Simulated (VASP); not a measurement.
Output of a VASP run:

### OSZICAR
```
...
DAV:  13    -0.703439117525E+01    0.21960E-01   -0.13497E-01   768   0.529E+00    0.373E+00
DAV:  14    -0.707613594665E+01   -0.41745E-01   -0.14033E-01   752   0.582E+00    0.196E+00
DAV:  15    -0.694642633058E+01    0.12971E+00   -0.44651E-02   752   0.327E+00    0.116E+00
DAV:  16    -0.685869842827E+01    0.87728E-01   -0.20706E-02   904   0.186E+00    0.103E+00
DAV:  17    -0.682333814452E+01    0.35360E-01   -0.37520E-02   752   0.315E+00    0.747E-01
DAV:  18    -0.631100071157E+01    0.51234E+00   -0.48183E-01   968   0.947E+00    0.321E-01
DAV:  19    -0.647766464717E+01   -0.16666E+00   -0.16123E-01   752   0.496E+00    0.265E-01
DAV:  20    -0.647420500406E+01    0.34596E-02   -0.59769E-04  1056   0.332E-01    0.260E-01
DAV:  21    -0.648559724023E+01   -0.11392E-01   -0.31369E-03   776   0.109E+00    0.301E-01
DAV:  22    -0.649789256679E+01   -0.12295E-01   -0.40803E-03   768   0.124E+00    0.270E-01
DAV:  23    -0.635103763922E+01    0.14685E+00   -0.11357E-01   752   0.491E+00    0.355E-01
DAV:  24    -0.636646226621E+01   -0.15425E-01   -0.56217E-02   752   0.279E+00    0.256E-01
DAV:  25    -0.636729025778E+01   -0.82799E-03   -0.32577E-03  1120   0.497E-01    0.165E-01
DAV:  26    -0.636796793658E+01   -0.67768E-03   -0.29479E-03   792   0.780E-01    0.183E-01
DAV:  27    -0.636810010140E+01   -0.13216E-03   -0.87093E-05  1056   0.104E-01    0.179E-01
DAV:  28    -0.636804630514E+01    0.53796E-04   -0.14017E-04   752   0.148E-01    0.187E-01
DAV:  29    -0.636794138627E+01    0.10492E-03   -0.11287E-03   752   0.507E-01    0.115E-01
DAV:  30    -0.636285696336E+01    0.50844E-02   -0.21369E-02   752   0.133E+00    0.647E-02
DAV:  31    -0.636466019825E+01   -0.18032E-02   -0.13562E-03   752   0.305E-01    0.608E-02
DAV:  32    -0.636611040139E+01   -0.14502E-02   -0.12327E-03   752   0.294E-01    0.465E-02
DAV:  33    -0.636694281256E+01   -0.83241E-03   -0.10642E-03   752   0.304E-01    0.541E-02
DAV:  34    -0.636734491058E+01   -0.40210E-03   -0.36418E-04   752   0.196E-01    0.628E-02
DAV:  35    -0.636740730401E+01   -0.62393E-04   -0.37705E-05   752   0.774E-02    0.577E-02
DAV:  36    -0.636739913698E+01    0.81670E-05   -0.43458E-04   752   0.271E-01    0.464E-02
DAV:  37    -0.636721687335E+01    0.18226E-03   -0.86078E-05   752   0.136E-01    0.315E-02
DAV:  38    -0.636736711892E+01   -0.15025E-03   -0.11685E-04   752   0.125E-01    0.700E-03
DAV:  39    -0.636729098161E+01    0.76137E-04   -0.15090E-05   784   0.478E-02    0.588E-03
DAV:  40    -0.636755136313E+01   -0.26038E-03   -0.32279E-04   752   0.176E-01    0.550E-03
DAV:  41    -0.636775516521E+01   -0.20380E-03   -0.46715E-04   752   0.190E-01    0.468E-03
DAV:  42    -0.636775834298E+01   -0.31778E-05   -0.25790E-06  1280   0.959E-03    0.455E-03
DAV:  43    -0.636775863709E+01   -0.29411E-06   -0.19958E-08  1032   0.178E-03    0.462E-03
DAV:  44    -0.636781185560E+01   -0.53219E-04   -0.10619E-04   752   0.996E-02    0.599E-03
DAV:  45    -0.636781832590E+01   -0.64703E-05   -0.21948E-05   752   0.447E-02    0.576E-03
DAV:  46    -0.636781604691E+01    0.22790E-05   -0.29820E-06   936   0.197E-02    0.353E-03
DAV:  47    -0.636781584438E+01    0.20253E-06   -0.35234E-07   848   0.721E-03    0.224E-03
DAV:  48    -0.636781554007E+01    0.30431E-06   -0.27229E-07   832   0.921E-03    0.122E-03
DAV:  49    -0.636781530560E+01    0.23447E-06   -0.38730E-07   800   0.691E-03    0.111E-03
DAV:  50    -0.636781544395E+01   -0.13835E-06   -0.57044E-08   824   0.366E-03    0.118E-03
DAV:  51    -0.636781553538E+01   -0.91429E-07   -0.41893E-08   800   0.266E-03
   1 F= -.63678155E+01 E0= -.63674463E+01  d E =-.110770E-02
```

File OUTCAR:
```
------------------------ aborting loop because EDIFF is reached ----------------------------------------
  FORCE on cell =-STRESS in cart. coord.  units (eV):
  Direction    XX          YY          ZZ          XY          YZ          ZX
  --------------------------------------------------------------------------------------
  Total        0.0446329      0.0446329      0.0446329      0.0000000     -0.0000000      0.0000000
  in kB        0.9827354      0.9827354      0.9827354      0.0000000     -0.0000000      0.0000000
  external PRESSURE =       0.9827354 kB  Pullay stress =       0.0000000 kB
  volume of cell :       72.77
      direct lattice vectors                 reciprocal lattice vectors
    -2.630004235  2.630004235  2.630004235     0.000000000  0.190113762  0.190113762
     2.630004235 -2.630004235  2.630004235     0.190113762  0.000000000  0.190113762
     2.630004235  2.630004235 -2.630004235     0.190113762  0.190113762  0.000000000
 POSITION                                       TOTAL-FORCE (eV/Angst)
 -----------------------------------------------------------------------------------
      0.00000      0.00000      0.00000         0.000000      0.000000     -0.000000
 -----------------------------------------------------------------------------------
    total drift:                               -0.000000     -0.000000     -0.000000
  FREE ENERGIE OF THE ION-ELECTRON SYSTEM (eV)
  ---------------------------------------------------
  free  energy   TOTEN  =        -6.3678155354 eV

  energy  without entropy=       -6.3667078345  energy(sigma->0) =       -6.36744630
```
(Selected blocks of OUTCAR.)

**POSCAR**
```
K
1
   -2.6300042347     2.6300042347     2.6300042347
    2.6300042347    -2.6300042347     2.6300042347
    2.6300042347     2.6300042347    -2.6300042347
K
1
Direct
  0.0000000000   0.0000000000   0.0000000000
```

Problem. Write an INCAR and KPOINTS that could have produced this output.

Solution. This is not unique; one that fits is the input of the run itself, MS2 meta-GGA, plane waves, VASP's PBE PAW potentials (set 64).

File KPOINTS:
```
Automatic mesh
0
Gamma
10 10 10
0 0 0
```

### INCAR
```
SYSTEM  =  K
PREC  =  Accurate; ENCUT  =  520; LREAL  =  F
LASPH  =  T
EDIFF  =  1E-7; NELM  =  100; ALGO  =  Normal
LMIXTAU  =  T
ISMEAR  =  1; SIGMA  =  0.1
METAGGA  =  MS2
ISIF  =  2
LWAVE  =  F; LCHARG  =  F
```

POTCAR, in this order: K_sv (PBE.64 set). Program: vasp_std.

The compound is K in the bcc structure. This cell is one point of a volume scan, at 0.97 of the reference volume.
